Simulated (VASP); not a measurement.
# AlN: what moves the LDA gap besides the functional, part 2 of 2

How far does the LDA gap of AlN depend on cutoff, mesh and cell? The starting structure is a measured crystal structure from the Crystallography Open Database. Cell and atoms stay as given unless a step says otherwise.

VASP 6.6.1.

Results so far: reference 4.186 eV; cell and atoms relaxed by LDA 4.395 eV; no band path 4.186 eV.

## 5. Bands with a cutoff of 640 eV (continued)

Level of this step: LDA; plane waves and PAW (Al, N) (VASP).

Parts of OUTCAR (step 5):

```text
  Total       -0.8874013     -0.8874013     -1.2975232      0.0000000      0.0000000      0.0000000
  in kB      -34.0757252    -34.0757252    -49.8241816      0.0000000      0.0000000      0.0000000
  external PRESSURE =     -39.3252107 kB  Pullay stress =       0.0000000 kB

 POSITION                                       TOTAL-FORCE (eV/Angst)
 -----------------------------------------------------------------------------------
      1.55550      0.89807      2.48900         0.000000      0.000000      0.186422
     -0.00000      1.79614      0.00000        -0.000000      0.000000      0.186422
      1.55550      0.89807      4.40553        -0.000000      0.000000     -0.186422
     -0.00000      1.79614      1.91653         0.000000     -0.000000     -0.186422
 -----------------------------------------------------------------------------------
    total drift:                               -0.000000      0.000000      0.000604

  FREE ENERGIE OF THE ION-ELECTRON SYSTEM (eV)
  ---------------------------------------------------
  free  energy   TOTEN  =       -32.8329357105 eV

  energy  without entropy=      -32.8329357105  energy(sigma->0) =      -32.83293571

[... 1 part as in an earlier step ...]

[... 2 further parts left out ...]
[key lines of the parts left out:]
E-fermi :   6.1207
```

With a cutoff of 640 eV the gap is 4.187 eV, +0.001 eV from the reference.

## 6. Bands with a 12×12×6 mesh

Against step 2 the input has a 12×12×6 mesh.

INCAR

```
SYSTEM = AlN
PREC = Accurate
ENCUT = 460
EDIFF = 1E-06
NELM = 100
ISMEAR = 0
SIGMA = 0.03
LREAL = .FALSE.
ALGO = Normal
GGA = CA
NBANDS = 22
LORBIT = 11
LWAVE = .FALSE.
LCHARG = .FALSE.
KPAR = 4
```

POSCAR

```
AlN
1.0
    3.1110000000      0.0000000000      0.0000000000
   -1.5555000000      2.6942050312      0.0000000000
    0.0000000000      0.0000000000      4.9780000000
Al N
2 2
Direct
    0.6666666667      0.3333333333      0.5000000000
    0.3333333333      0.6666666667      0.0000000000
    0.6666666667      0.3333333333      0.8850000000
    0.3333333333      0.6666666667      0.3850000000
```

KPOINTS

```
Automatic mesh
0
Gamma
12 12 6
0 0 0
```

KPOINTS_OPT

```
Line mode
10
Line-mode
Reciprocal
  0.00000000   0.00000000   0.00000000 GAMMA
  0.50000000   0.00000000   0.00000000 M

  0.50000000   0.00000000   0.00000000 M
  0.33333333   0.33333333   0.00000000 K

  0.33333333   0.33333333   0.00000000 K
  0.00000000   0.00000000   0.00000000 GAMMA

  0.00000000   0.00000000   0.00000000 GAMMA
  0.00000000   0.00000000   0.50000000 A

  0.00000000   0.00000000   0.50000000 A
  0.50000000   0.00000000   0.50000000 L

  0.50000000   0.00000000   0.50000000 L
  0.33333333   0.33333333   0.50000000 H

  0.33333333   0.33333333   0.50000000 H
  0.00000000   0.00000000   0.50000000 A

  0.50000000   0.00000000   0.50000000 L
  0.50000000   0.00000000   0.00000000 M

  0.33333333   0.33333333   0.00000000 K
  0.33333333   0.33333333   0.50000000 H
```

Potentials, in the order of the species: Al and N (LDA family, release 64).

Run with:

```console
$ mpirun -np 4 vasp_std
```

The program printed:

```text
[... set-up lines as in an earlier step ...]
 entering main loop
       N       E                     dE             d eps       ncg     rms          rms(c)
DAV:   1     0.257571967581E+02    0.25757E+02   -0.64010E+03  3344   0.591E+02
DAV:   2    -0.356140213602E+02   -0.61371E+02   -0.57972E+02  4172   0.140E+02
DAV:   3    -0.378658797967E+02   -0.22519E+01   -0.22393E+01  4190   0.248E+01
DAV:   4    -0.378764994309E+02   -0.10620E-01   -0.10619E-01  3836   0.199E+00
[...]
DAV:  10    -0.328335233985E+02   -0.21752E-03   -0.82046E-04  3626   0.147E-01    0.176E-01
DAV:  11    -0.328334266420E+02    0.96757E-04   -0.12792E-04  3950   0.679E-02    0.280E-02
DAV:  12    -0.328334258689E+02    0.77304E-06   -0.19917E-06  3878   0.785E-03
   1 F= -.32833426E+02 E0= -.32833426E+02  d E =-.452425E-16
 Start KPOINTS_OPT (optional k-point list driver)
k-point batch [1-76\90]
       N       E                     dE             ncg
DAV:   1     0.550516427534E+04   -0.25155E+05     3344
DAV:   2     0.112656858367E+04   -0.43786E+04     4204
DAV:   3     0.959945764240E+03   -0.16662E+03     4208
DAV:   4     0.959140185637E+03   -0.80558E+00     3770
DAV:   5     0.959132033358E+03   -0.81523E-02     4148
DAV:   6     0.959131913447E+03   -0.11991E-03     3776
DAV:   7     0.959131911645E+03   -0.18025E-05     3504
DAV:   8     0.959131911425E+03   -0.22023E-06     2604
k-point batch [77-90\90]
       N       E                     dE             ncg
DAV:   1     0.264285480612E+05   -0.82292E+04      616
DAV:   2     0.256993751721E+05   -0.72917E+03      798
DAV:   3     0.256748746917E+05   -0.24500E+02      772
DAV:   4     0.256747470001E+05   -0.12769E+00      712
DAV:   5     0.256747456300E+05   -0.13701E-02      772
DAV:   6     0.256747456096E+05   -0.20428E-04      700
DAV:   7     0.256747456093E+05   -0.30297E-06      636
```

It took 34 s on 4 MPI ranks of AMD EPYC 7R43, shared host; peak memory 0.61 GiB.

From OUTCAR (step 6):

```text
  Total       -1.0128700     -1.0128700     -1.4239283      0.0000000     -0.0000000      0.0000000
  in kB      -38.8936536    -38.8936536    -54.6780659      0.0000000     -0.0000000      0.0000000
  external PRESSURE =     -44.1551244 kB  Pullay stress =       0.0000000 kB

 POSITION                                       TOTAL-FORCE (eV/Angst)
 -----------------------------------------------------------------------------------
      1.55550      0.89807      2.48900        -0.000000      0.000000      0.186577
     -0.00000      1.79614      0.00000         0.000000     -0.000000      0.186577
      1.55550      0.89807      4.40553        -0.000000     -0.000000     -0.186577
     -0.00000      1.79614      1.91653         0.000000      0.000000     -0.186577
 -----------------------------------------------------------------------------------
    total drift:                               -0.000000      0.000000      0.000453

  FREE ENERGIE OF THE ION-ELECTRON SYSTEM (eV)
  ---------------------------------------------------
  free  energy   TOTEN  =       -32.8334258689 eV

  energy  without entropy=      -32.8334258689  energy(sigma->0) =      -32.83342587

[... 1 part as in an earlier step ...]

[... 2 further parts left out ...]
[key lines of the parts left out:]
E-fermi :   6.1104
```

With a 12×12×6 mesh the gap is 4.186 eV, +0.000 eV from the reference.

## 7. All runs side by side

| run | gap (eV) | change (eV) | core minutes |
| --- | --- | --- | --- |
| reference | 4.186 | - | 1.6 |
| cell and atoms relaxed by LDA | 4.395 | 0.208 | 1.87 |
| no band path | 4.186 | 0.0 | 0.453 |
| a cutoff of 640 eV | 4.187 | 0.001 | 2.61 |
| a 12×12×6 mesh | 4.186 | 0.0 | 2.27 |

Core minutes are wall time times ranks of the run shown, on a shared host.

## 8. Outcome

* reference gap: 4.186 eV
* gap with cell and atoms relaxed by LDA: 4.395 eV
* gap with no band path: 4.186 eV
* gap with a cutoff of 640 eV: 4.187 eV
* gap with a 12×12×6 mesh: 4.186 eV

What this shows: Among the runs that read a gap along the path, the one with cell and atoms relaxed by LDA moves it most, by +0.208 eV. On finer settings it changes by +0.001 eV with a cutoff of 640 eV and +0.000 eV with a 12×12×6 mesh. The functional's own error isn't tested here. Further runs on this material are not shown.

[Lines on the potential files, build, host, timing and source positions are cut from VASP's logs without a mark.]

[Logs are printed without paths, hosts, clocks, repeated set-up lines and the standing remarks that a program may print on its own settings, such as how far it seeks lower states.]

[Hosts, paths, dates, database ids (printed as entryN), source tags and the programs' standing remarks are cut or masked in the printed files.]
